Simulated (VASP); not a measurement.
OSZICAR of a VASP run on HgTe (zinc blende):

File OSZICAR:
```
       N       E                     dE             d eps       ncg     rms          rms(c)
DAV:   1    -0.721983467635E+06   -0.72198E+06   -0.70114E+06  1260   0.272E+04
DAV:   2    -0.801275104486E+06   -0.79292E+05   -0.79279E+05  1118   0.191E+05
DAV:   3    -0.801609174910E+06   -0.33407E+03   -0.33087E+03   994   0.128E+04
DAV:   4    -0.801620444572E+06   -0.11270E+02   -0.11092E+02  1277   0.187E+03
DAV:   5    -0.801620683436E+06   -0.23886E+00   -0.23874E+00  1135   0.278E+02    0.888E+01
DAV:   6    -0.532842028790E+02    0.80157E+06   -0.23181E+04   920   0.510E+02    0.494E+01
DAV:   7    -0.337812424913E+02    0.19503E+02   -0.52975E+00  1520   0.126E+02    0.251E+01
DAV:   8    -0.214556345112E+02    0.12326E+02   -0.28551E+00  1090   0.159E+01    0.168E+01
DAV:   9    -0.182013400976E+02    0.32543E+01   -0.26638E-01  1025   0.515E+00    0.140E+01
DAV:  10    -0.136433784700E+02    0.45580E+01   -0.55766E-01   945   0.530E+00    0.897E+00
DAV:  11    -0.119771908531E+02    0.16662E+01   -0.66752E-01   995   0.524E+00    0.552E+00
DAV:  12    -0.118794847481E+02    0.97706E-01   -0.13210E-02  1045   0.111E+00    0.516E+00
DAV:  13    -0.114143447803E+02    0.46514E+00   -0.37886E-02   935   0.217E+00    0.322E+00
DAV:  14    -0.113921756750E+02    0.22169E-01   -0.27944E-01   950   0.355E+00    0.775E-01
DAV:  15    -0.114401491746E+02   -0.47973E-01   -0.30726E-02  1005   0.154E+00    0.572E-01
DAV:  16    -0.114814902629E+02   -0.41341E-01   -0.80877E-03   910   0.134E+00    0.337E-01
DAV:  17    -0.114357535824E+02    0.45737E-01   -0.25123E-02   910   0.180E+00    0.152E-01
DAV:  18    -0.114039723363E+02    0.31781E-01   -0.96222E-03   910   0.814E-01    0.163E-01
DAV:  19    -0.114100996503E+02   -0.61273E-02   -0.15411E-03   915   0.418E-01    0.954E-02
DAV:  20    -0.114078552597E+02    0.22444E-02   -0.16508E-04   980   0.162E-01    0.845E-02
DAV:  21    -0.114051818681E+02    0.26734E-02   -0.39050E-04   910   0.184E-01    0.851E-02
DAV:  22    -0.114129930725E+02   -0.78112E-02   -0.19470E-03   910   0.422E-01    0.401E-02
DAV:  23    -0.114136125997E+02   -0.61953E-03   -0.20325E-04   910   0.166E-01    0.663E-02
DAV:  24    -0.114151023756E+02   -0.14898E-02   -0.47161E-05   910   0.927E-02    0.532E-02
DAV:  25    -0.114154188085E+02   -0.31643E-03   -0.38813E-04   910   0.210E-01    0.170E-02
DAV:  26    -0.114142591166E+02    0.11597E-02   -0.59090E-04   910   0.270E-01    0.692E-03
DAV:  27    -0.114141314142E+02    0.12770E-03   -0.20525E-04   910   0.174E-01    0.492E-03
DAV:  28    -0.114141359685E+02   -0.45543E-05   -0.61038E-06  1015   0.273E-02    0.274E-03
DAV:  29    -0.114141813033E+02   -0.45335E-04   -0.20844E-05   910   0.594E-02    0.931E-04
DAV:  30    -0.114141696158E+02    0.11688E-04   -0.11765E-05   945   0.303E-02    0.140E-03
DAV:  31    -0.114141937079E+02   -0.24092E-04   -0.10900E-05   910   0.391E-02    0.147E-03
DAV:  32    -0.114141950952E+02   -0.13873E-05   -0.69051E-06   905   0.244E-02    0.118E-03
DAV:  33    -0.114141953891E+02   -0.29381E-06   -0.15686E-06   881   0.118E-02
   1 F= -.11414195E+02 E0= -.11414297E+02  d E =-.114142E+02
```

Q: Which electronic solver shows in the log?

A: It is blocked Davidson (ALGO = Normal, or the opening steps of other solvers). The INCAR had ALGO = Normal.

Q: Can the final energy be trusted as converged?

A: The run converged. It stopped with EDIFF = 1E-6, NELM = 100, NSW = 60 and EDIFFG = -0.01 after 1 ionic step (TPSS meta-GGA, plane waves, VASP's PBE PAW potentials (set 64)).

The compound is HgTe in the zinc blende structure. It was relaxed first, which changed the volume by +9 %. The start is the result of an earlier pass.
